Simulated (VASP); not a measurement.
Input:

```
CELL_PARAMETERS angstrom
      4.04112     0.00000     0.00000
      0.00000     4.04112     0.00000
      0.00000     0.00000     4.04112
ATOMIC_POSITIONS crystal
  Sc 0.00000 0.00000 0.00000
  F  0.50000 0.00000 0.00000
  F  0.00000 0.50000 0.00000
  F  0.00000 0.00000 0.50000
```

Calculation: r2SCAN meta-GGA with spin-orbit coupling, VASP's PBE PAW potentials (set 64) (plane waves; VASP). Numerical set-up: 520 eV cut-off, 5×5×5 Γ-centred mesh, Gaussian smearing of 0.050 eV, potentials Sc_sv F.

Q: What does the run give for the energy per atom (σ→0), band gap (over mesh and band path) with the smallest direct gap where there is one?

A: 
| Quantity | Value |
|---|---|
| band gap (over mesh and band path) | 6.95 eV |
| smallest direct gap (over mesh and band path) | 7.46 eV |
| energy per atom (σ→0) | -9.409 eV/atom |

The absolute energy has meaning only against runs of the same code, potentials and settings.

The structure comes from a measured ScF3 entry (Pm-3m) of the Crystallography Open Database, whose conditions weren't checked. It was relaxed first.
